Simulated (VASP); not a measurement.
Calculation: LDA (Ceperley-Alder, Perdew-Zunger), VASP's LDA PAW potentials (set 64) (plane waves; VASP).

Gaps are without spin-orbit coupling.

**Question.** Order these relaxed crystals by band gap, smallest first: Ga2ZnS4, P-42m (111); AgI, F-43m (216); AlP, F-43m (216); AlGaSb2, R3m (160).

**Answer.** AlGaSb2, R3m (160) (0.32 eV), AgI, F-43m (216) (1.09 eV), AlP, F-43m (216) (1.42 eV), Ga2ZnS4, P-42m (111) (2.10 eV)
